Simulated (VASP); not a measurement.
# Al4B3P (Pm-3m) in VASP: a series of runs

Runs on Al4B3P. Level: PBE. Tasks: relaxation of cell and atoms.

Program: VASP 6.6.1. These are calculated values, not measurements. Logs are shortened: lines on timing, memory, paths and dates and some standing lists are left out, and cuts for length are marked.

## (1) The structure

The structure is cubic, space group Pm-3m (No. 221). The conventional cell has a = 4.650 Å, b = 4.650 Å, c = 4.650 Å, α = 90.00°, β = 90.00°, γ = 90.00°. Al (site symmetry m-3m) has 6 B at 2.33 Å as nearest neighbours. Al (site symmetry 4/mmm) is surrounded by 4 B at 2.33 Å and 2 P at 2.33 Å. B (site symmetry 4/mmm) is surrounded by 6 Al at 2.33 Å. P (site symmetry m-3m) is surrounded by 6 Al at 2.33 Å.

The cell was built by a generator and needn't be a form met in nature.

## (2) Relaxation of cell and atoms, PBE

INCAR reads:

```
ALGO     = Fast           # electronic algorithm
EDIFF    = 1E-4           # SCF threshold, eV
EDIFFG   = -0.08          # ionic threshold
ENCUT    = 520            # plane-wave cutoff, eV
GGA      = PE             # functional
IBRION   = 2              # ionic algorithm
ISIF     = 3              # what is computed and relaxed
ISMEAR   = 0              # smearing method
LASPH    = True           # aspherical terms in the spheres
LCHARG   = False          # write CHGCAR
LREAL    = False          # projectors in reciprocal space
LWAVE    = False          # write WAVECAR
NELM     = 60             # most SCF steps
NSW      = 24             # ionic steps
PREC     = Normal         # precision mode
SIGMA    = 0.15           # smearing width, eV
```

KPOINTS reads:

```
k-points
0
Gamma
  3 3 3
```

POSCAR reads:

```
Al4B3P
1.0
    4.6500000000      0.0000000000      0.0000000000
    0.0000000000      4.6500000000      0.0000000000
    0.0000000000      0.0000000000      4.6500000000
Al B P
4 3 1
Direct
    0.0000000000      0.0000000000      0.0000000000
    0.5000000000      0.0000000000      0.5000000000
    0.5000000000      0.5000000000      0.0000000000
    0.0000000000      0.5000000000      0.5000000000
    0.5000000000      0.0000000000      0.0000000000
    0.0000000000      0.5000000000      0.0000000000
    0.0000000000      0.0000000000      0.5000000000
    0.5000000000      0.5000000000      0.5000000000
```

Potentials or basis: VASP PAW PBE potentials, release 64 (Al, B, P).

On the command line:

```
$ cat potpaw_PBE.64/Al/POTCAR potpaw_PBE.64/B/POTCAR potpaw_PBE.64/P/POTCAR > POTCAR
$ mpirun -np 1 vasp_std > vasp.out
```

OUTCAR:

```text
EDIFF = 1E-4
   EDIFFG = -0.08
   ENCUT = 520
   GGA = PE
   IBRION = 2
   ISIF = 3
   ISMEAR = 0
   LASPH = True
   LREAL = False
   NELM = 60
   NSW = 24
   PREC = Normal

 ion  position               nearest neighbor table
   1  0.000  0.000  0.000-   5 2.33   6 2.33   7 2.33   7 2.33   6 2.33   5 2.33   2 3.29   4 3.29
                             2 3.29   3 3.29   4 3.29   3 3.29   4 3.29   2 3.29   3 3.29   4 3.29
   2  0.500  0.000  0.500-   5 2.33   7 2.33   8 2.33   5 2.33   8 2.33   7 2.33   1 3.29   3 3.29
                             1 3.29   3 3.29   4 3.29   3 3.29   3 3.29   1 3.29   4 3.29   4 3.29
   3  0.500  0.500  0.000-   5 2.33   6 2.33   8 2.33   8 2.33   5 2.33   6 2.33   2 3.29   4 3.29
                             1 3.29   1 3.29   2 3.29   2 3.29   2 3.29   1 3.29   4 3.29   4 3.29
   4  0.000  0.500  0.500-   6 2.33   7 2.33   8 2.33   6 2.33   7 2.33   8 2.33   1 3.29   3 3.29
                             1 3.29   1 3.29   2 3.29   2 3.29   1 3.29   2 3.29   3 3.29   3 3.29
   5  0.500  0.000  0.000-   1 2.33   2 2.33   3 2.33   2 2.33   3 2.33   1 2.33
   6  0.000  0.500  0.000-   1 2.33   3 2.33   4 2.33   4 2.33   1 2.33   3 2.33
   7  0.000  0.000  0.500-   1 2.33   2 2.33   4 2.33   1 2.33   4 2.33   2 2.33
   8  0.500  0.500  0.500-   2 2.33   3 2.33   4 2.33   3 2.33   2 2.33   4 2.33

  LATTYP: Found a simple cubic cell.
 ALAT       =     4.6500000000

  Lattice vectors:

 A1 = (   4.6500000000,   0.0000000000,   0.0000000000)
 A2 = (   0.0000000000,   4.6500000000,   0.0000000000)
 A3 = (   0.0000000000,   0.0000000000,   4.6500000000)

Analysis of symmetry for initial positions (statically):
=====================================================================
 Subroutine PRICEL returns:
 Original cell was already a primitive cell.

 Routine SETGRP: Setting up the symmetry group for a
 simple cubic supercell.

 Subroutine GETGRP returns: Found 48 space group operations
 (whereof 48 operations were pure point group operations)
 out of a pool of 48 trial point group operations.

The static configuration has the point symmetry O_h .

Analysis of symmetry for dynamics (positions and initial velocities):
=====================================================================
 Subroutine PRICEL returns:
 Original cell was already a primitive cell.

 Routine SETGRP: Setting up the symmetry group for a
 simple cubic supercell.

 Subroutine GETGRP returns: Found 48 space group operations
 (whereof 48 operations were pure point group operations)
 out of a pool of 48 trial point group operations.

The dynamic configuration has the point symmetry O_h .

 Subroutine INISYM returns: Found 48 space group operations
 (whereof 48 operations are pure point group operations),
 and found     1 'primitive' translations

[... 83 lines left out ...]
   ENCUT  =  520.0 eV  38.22 Ry    6.18 a.u.   8.65  8.65  8.65*2*pi/ulx,y,z
   NELM   =     60;   NELMIN=  2; NELMDL= -5     # of ELM steps
   EDIFF  = 0.1E-03   stopping-criterion for ELM
   LREAL  =      F    real-space projection
   EDIFFG = -.8E-01   stopping-criterion for IOM
   NSW    =     24    number of steps for IOM
   IBRION =      2    ionic relax: 0-MD 1-quasi-New 2-CG
   NFREE  =      1    steps in history (QN), initial steepest desc. (CG)
   ISIF   =      3    stress and relaxation
   ISYM   =      2    0-nonsym 1-usesym 2-fastsym
   POTIM  = 0.5000    time-step for ionic-motion
   TEBEG  =    0.0;   TEEND  =   0.0 temperature during run
   PSTRESS=    0.0 pullay stress
   NELECT =      26.0000    total number of electrons
   NUPDOWN=      -1.0000    fix difference up-down
   EMIN   =  10.00;   EMAX   =-10.00  energy-range for DOS
   EFERMI =   0.00;   METHOD = LEGACY
   ISMEAR =     0;   SIGMA  =   0.15  broadening in eV -4-tet -1-fermi 0-gaus
   EFERMI_NEDOS =   21; number of points for ismear=-14 and -15
   IALGO  =     68    algorithm
   IMIX   =      4    mixing-type and parameters
     AMIX     =   0.40;   BMIX     =  1.00
     AMIX_MAG =   1.60;   BMIX_MAG =  1.00
  volume/ion in A,a.u.               =      12.57        84.81
  Fermi-wavevector in a.u.,A,eV,Ry     =   1.042989  1.970963 14.800767  1.087826
  Thomas-Fermi vector in A             =   2.177678
   LORBIT       =      0    0 simple, 1 ext, 2 COOP (PROOUT), +10 PAW based schemes
   GGA     = PE    functional components
   LHFCALC =     F    Hartree Fock is set to
   AEXX    =    0.0000 exact exchange contribution
   IVDW    =     0    specifies the selected vdW correction
   LEPSILON=     F    determine dielectric tensor
   LRPA    =     F    only Hartree local field effects (RPA)
 conjugate gradient relaxation of ions
 non-spin polarized calculation
 RMM-DIIS sequential band-by-band and
 Gauss-broadening in eV      SIGMA  =   0.15
  energy-cutoff  :      520.00
  volume of cell :      100.54
 maximum number of plane-waves:      2721
   NGX = 17   NGY = 17   NGZ = 17

--------------------------------------- Ionic step        1  -------------------------------------------

 number of electron      25.9999997 magnetization

 Free energy of the ion-electron system (eV)
  ---------------------------------------------------
  ext. energy  EPLUGINS =         0.00000000
  ---------------------------------------------------
  free energy    TOTEN  =       -36.25416258 eV

  energy without entropy =      -36.21046070  energy(sigma->0) =      -36.23231164

------------------------ aborting loop because EDIFF is reached ----------------------------------------

  FORCE on cell =-STRESS in cart. coord.  units (eV):
  Direction    XX          YY          ZZ          XY          YZ          ZX
  --------------------------------------------------------------------------------------
  -------------------------------------------------------------------------------------
  Total        2.3702981      2.3702981      2.3702981     -0.0000000      0.0000000     -0.0000000
  in kB       37.7706710     37.7706710     37.7706710     -0.0000000      0.0000000     -0.0000000
  external PRESSURE =      37.7706710 kB  Pullay stress =       0.0000000 kB
[... 71 lines left out ...]
--------------------------------------- Ionic step        3  -------------------------------------------

 number of electron      25.9999993 magnetization

 Free energy of the ion-electron system (eV)
  ---------------------------------------------------
  ext. energy  EPLUGINS =         0.00000000
  ---------------------------------------------------
  free energy    TOTEN  =       -36.28867443 eV

  energy without entropy =      -36.24486518  energy(sigma->0) =      -36.26676981

 E-fermi :   6.8158     XC(G=0): -10.6755

 val. band max:        6.6264167628   @ k =   0.3333   0.3333   0.0000
 cond. band min:       6.8510630768   @ k =   0.3333   0.3333   0.0000
 fundamental gap:      0.2246463140
 Fermi energy:         6.8158143515

 k-point     1 :       0.0000    0.0000    0.0000
  band No.  band energies     occupation
      1      -5.8886      2.00000
      2      -1.4070      2.00000
      3       0.9708      2.00000
      4       0.9708      2.00000
      5       1.2418      2.00000
      6       1.2418      2.00000
[... 108 lines left out ...]
  FREE ENERGIE OF THE ION-ELECTRON SYSTEM (eV)
  ---------------------------------------------------
  free  energy   TOTEN  =       -36.2886744341 eV

  energy  without entropy=      -36.2448651839  energy(sigma->0) =      -36.26676981

 reached required accuracy - stopping structural energy minimisation
```

CONTCAR:

```text
Al4B3P
   1.00000000000000
     4.6958874181348058    0.0000000000000000   -0.0000000000000000
    -0.0000000000000000    4.6958874181348058    0.0000000000000000
    -0.0000000000000000    0.0000000000000000    4.6958874181348058
  Al              B               P
     4     3     1
Direct
     0.0000000000000000    0.0000000000000000    0.0000000000000000
     0.5000000000000000    0.0000000000000000    0.5000000000000000
     0.5000000000000000    0.5000000000000000    0.0000000000000000
     0.0000000000000000    0.5000000000000000    0.5000000000000000
     0.5000000000000000    0.0000000000000000    0.0000000000000000
     0.0000000000000000    0.5000000000000000    0.0000000000000000
     0.0000000000000000    0.0000000000000000    0.5000000000000000
     0.5000000000000000    0.5000000000000000    0.5000000000000000

  0.00000000E+00  0.00000000E+00  0.00000000E+00
  0.00000000E+00  0.00000000E+00  0.00000000E+00
  0.00000000E+00  0.00000000E+00  0.00000000E+00
  0.00000000E+00  0.00000000E+00  0.00000000E+00
  0.00000000E+00  0.00000000E+00  0.00000000E+00
  0.00000000E+00  0.00000000E+00  0.00000000E+00
  0.00000000E+00  0.00000000E+00  0.00000000E+00
  0.00000000E+00  0.00000000E+00  0.00000000E+00
```

It took 8.5 s on 1 thread of Intel Xeon Platinum 8488C (Sapphire Rapids), shared host; peak memory 0.15 GiB.

What came out:

```yaml
Free_energy: -36.2887 eV
Relaxed_volume: 12.94 Å³/atom
Relaxed_cell: a = 4.696 Å, b = 4.696 Å, c = 4.696 Å, α = 90.00°, β = 90.00°, γ = 90.00°
Space_group_after_relaxing_to_0.05_Å: Pm-3m (No. 221)
Energy_gained_by_relaxing: 4.3 meV/atom
Ionic_steps: 3
Pressure_after_relaxing: 0.0 GPa
Band_gap_on_the_k_mesh: none (metal or under the smearing width)
```

The path:
| step | energy change (eV) | largest force (eV/Å) | pressure (GPa) | volume (Å³) |
| --- | --- | --- | --- | --- |
| 1 | 0.0000 | 0.0000 | 3.78 | 100.54 |
| 2 | -0.0279 | 0.0000 | -1.53 | 104.92 |
| 3 | -0.0345 | 0.0000 | 0.01 | 103.55 |

Final structure:
```cif
data_structure
_symmetry_space_group_name_H-M 'P 1'
_symmetry_Int_Tables_number 1
_cell_length_a 4.6959
_cell_length_b 4.6959
_cell_length_c 4.6959
_cell_angle_alpha 90.000
_cell_angle_beta 90.000
_cell_angle_gamma 90.000
_cell_volume 103.55
loop_
_atom_site_label
_atom_site_type_symbol
_atom_site_fract_x
_atom_site_fract_y
_atom_site_fract_z
_atom_site_occupancy
Al1 Al 0.00000 0.00000 0.00000 1
Al2 Al 0.50000 0.00000 0.50000 1
Al3 Al 0.50000 0.50000 0.00000 1
Al4 Al 0.00000 0.50000 0.50000 1
B1 B 0.50000 0.00000 0.00000 1
B2 B 0.00000 0.50000 0.00000 1
B3 B 0.00000 0.00000 0.50000 1
P1 P 0.50000 0.50000 0.50000 1
```

Caveat: the k mesh is coarse (spacing up to 0.45 Å⁻¹), so the values aren't converged; the relaxation stopped at a loose force limit of 0.08 eV/Å, so its end isn't a converged minimum.

## (3) Relaxation of cell and atoms, PBE

This run uses another cell than the first one, of 13.06 Å³/atom, 1.039 times its volume.

INCAR is that of step 2.

KPOINTS is that of step 2.

POSCAR reads:

```
Al4B3P
1.0
    0.0000000000      3.7386579400      3.7386579400
    3.7386579400      0.0000000000      3.7386579400
    3.7386579400      3.7386579400      0.0000000000
Al B P
4 3 1
Direct
    0.1244474400      0.6266576800      0.1244474400
    0.1244474400      0.1244474400      0.1244474400
    0.6266576800      0.1244474400      0.1244474400
    0.1244474400      0.1244474400      0.6266576800
    0.2500000000      0.2500000000      0.2500000000
    0.0000000000      0.0000000000      0.0000000000
    0.7500000000      0.7500000000      0.7500000000
    0.5000000000      0.5000000000      0.5000000000
```

Potentials or basis: VASP PAW PBE potentials, release 64 (Al, B, P).

On the command line:

```
$ cat potpaw_PBE.64/Al/POTCAR potpaw_PBE.64/B/POTCAR potpaw_PBE.64/P/POTCAR > POTCAR
$ mpirun -np 1 vasp_std > vasp.out
```

Wall time 26 s (1 thread of Intel Xeon Platinum 8488C (Sapphire Rapids), shared host); peak memory 0.16 GiB.

It converged, with:

```yaml
Free_energy: -29.9067 eV
Relaxed_volume: 22.32 Å³/atom
Relaxed_cell: a = 6.321 Å, b = 6.321 Å, c = 6.321 Å, α = 60.00°, β = 60.00°, γ = 60.00°
Space_group_after_relaxing_to_0.05_Å: F-43m (No. 216)
Energy_gained_by_relaxing: 1308.5 meV/atom
Ionic_steps: 7
Pressure_after_relaxing: 0.1 GPa
Largest_force_after_relaxing: 0.016 eV/Å
Band_gap_on_the_k_mesh: 0.17 eV, indirect (least direct gap 0.37 eV)
```

Forces in eV/Å, atoms in the order of the input:
```
Al  -0.010  0.010 -0.010
Al   0.010  0.010  0.010
Al   0.010 -0.010 -0.010
Al  -0.010 -0.010  0.010
B    0.000  0.000  0.000
B    0.000  0.000  0.000
B    0.000  0.000  0.000
P    0.000  0.000  0.000
```

Step by step:
| step | energy change (eV) | largest force (eV/Å) | pressure (GPa) | volume (Å³) |
| --- | --- | --- | --- | --- |
| 1 | 0.0000 | 0.7276 | 68.70 | 104.51 |
| 2 | -9.6525 | 0.6719 | -6.00 | 214.21 |
| 3 | -10.4206 | 0.7303 | 1.36 | 174.50 |
| 4 | -10.4342 | 0.7325 | -0.18 | 179.84 |
| 5 | -10.4351 | 0.7311 | 0.29 | 178.06 |
| 6 | -10.4602 | 0.3843 | 0.02 | 178.85 |
| 7 | -10.4681 | 0.0165 | 0.09 | 178.59 |

Final structure:
```xyz
8
Lattice="0.0000 4.4697 4.4697 4.4697 0.0000 4.4697 4.4697 4.4697 0.0000" Properties=species:S:1:pos:R:3 pbc="T T T"
Al    3.3512    1.1185    3.3512
Al    1.1185    1.1185    1.1185
Al    1.1185    3.3512    3.3512
Al    3.3512    3.3512    1.1185
B     2.2348    2.2348    2.2348
B     0.0000    0.0000    0.0000
B     6.7045    6.7045    6.7045
P     4.4697    4.4697    4.4697
```

Levels at points of the mesh, in eV from the valence-band top:
| k point | band 11 | band 12 | band 13 | band 14 | band 15 | band 16 |
| --- | --- | --- | --- | --- | --- | --- |
| (0.00, 0.00, 0.00) | -0.60 | -0.60 | -0.60 | 0.75 | 0.75 | 1.04 |

Caveat: the k mesh is coarse (spacing up to 0.49 Å⁻¹), so the values aren't converged; the volume moved by over 15 % at a fixed basis, so the end points are rough; an odd mesh through Γ misses points on the zone boundary, where band edges often lie; the relaxation stopped at a loose force limit of 0.08 eV/Å, so its end isn't a converged minimum.

## (4) Relaxation of cell and atoms, PBE

This run uses another cell than the first one, of 12.97 Å³/atom, 1.032 times its volume.

INCAR is that of step 3.

KPOINTS is that of step 3.

POSCAR reads:

```
Al4B3P
1.0
    2.8885567300     -3.6109375300      0.0000000000
    2.8885567300      3.6109375300      0.0000000000
    0.0000000000      0.0000000000      4.9738671000
Al B P
4 3 1
Direct
    0.0000000000      0.5000000000      0.7245671400
    0.5000000000      0.0000000000      0.2754328600
    0.0000000000      0.5000000000      0.2754328600
    0.5000000000      0.0000000000      0.7245671400
    0.1527225900      0.1527225900      0.0000000000
    0.8472774100      0.8472774100      0.0000000000
    0.5000000000      0.5000000000      0.5000000000
    0.5000000000      0.5000000000      0.0000000000
```

On the command line:

```
$ cat potpaw_PBE.64/Al/POTCAR potpaw_PBE.64/B/POTCAR potpaw_PBE.64/P/POTCAR > POTCAR
$ mpirun -np 1 vasp_std > vasp.out
```

Run time: 34 s. Hardware: 1 thread of Intel Xeon Platinum 8488C (Sapphire Rapids), shared host; peak memory 0.15 GiB.

The run converged. Its results:

| Quantity | Value |
| --- | --- |
| Free energy | -36.0080 eV |
| Relaxed volume | 13.46 Å³/atom |
| Relaxed cell | a = 4.554 Å, b = 4.554 Å, c = 5.197 Å, α = 90.00°, β = 90.00°, γ = 92.99° |
| Space group after relaxing (to 0.05 Å) | Cmmm (No. 65) |
| Energy gained by relaxing | 185.9 meV/atom |
| Ionic steps | 11 |
| Pressure after relaxing | -0.1 GPa |
| Largest force after relaxing | 0.045 eV/Å |
| Band gap on the k mesh | none (metal or under the smearing width) |

Forces on the atoms (eV/Å):
```
Al   0.000  0.000 -0.045
Al   0.000  0.000  0.045
Al   0.000  0.000  0.045
Al   0.000  0.000 -0.045
B   -0.014  0.000  0.000
B    0.014  0.000  0.000
B    0.000  0.000  0.000
P    0.000  0.000  0.000
```

Stress tensor (GPa, compression positive):
```
 0.00  0.00  0.00
 0.00 -0.20  0.00
 0.00  0.00 -0.15
```

Step by step:
```csv
step,energy change (eV),largest force (eV/Å),pressure (GPa),volume (Å³)
1,0.0000,3.0441,4.55,103.76
2,-0.9375,1.2132,-0.78,109.05
3,-1.0296,0.8438,-0.63,107.62
4,-1.3307,0.2993,-0.33,107.36
5,-1.4150,1.5878,1.01,106.93
6,-1.4225,1.2728,0.67,107.03
7,-1.4311,0.4997,0.14,107.74
8,-1.4843,0.2653,0.22,107.39
9,-1.4843,0.2258,0.23,107.41
10,-1.4843,0.2334,0.24,107.40
11,-1.4874,0.0449,-0.12,107.66
```

Final structure:
```xyz
8
Lattice="3.1352 -3.3034 0.0000 3.1352 3.3034 0.0000 0.0000 0.0000 5.1972" Properties=species:S:1:pos:R:3 pbc="T T T"
Al    1.5676    1.6517    3.8678
Al    1.5676   -1.6517    1.3294
Al    1.5676    1.6517    1.3294
Al    1.5676   -1.6517    3.8678
B     0.8392    0.0000    0.0000
B     5.4313    0.0000    0.0000
B     3.1352    0.0000    2.5986
P     3.1352    0.0000    0.0000
```

Levels at points of the mesh, in eV from the Fermi level:
| k point | band 10 | band 11 | band 12 | band 13 | band 14 | band 15 | band 16 | band 17 |
| --- | --- | --- | --- | --- | --- | --- | --- | --- |
| (0.00, 0.00, 0.00) | -1.75 | -1.59 | -1.23 | -1.16 | -1.16 | 0.04 | 0.40 | 0.80 |

Caveat: the k mesh is coarse (spacing up to 0.46 Å⁻¹), so the values aren't converged; the relaxation stopped at a loose force limit of 0.08 eV/Å, so its end isn't a converged minimum.
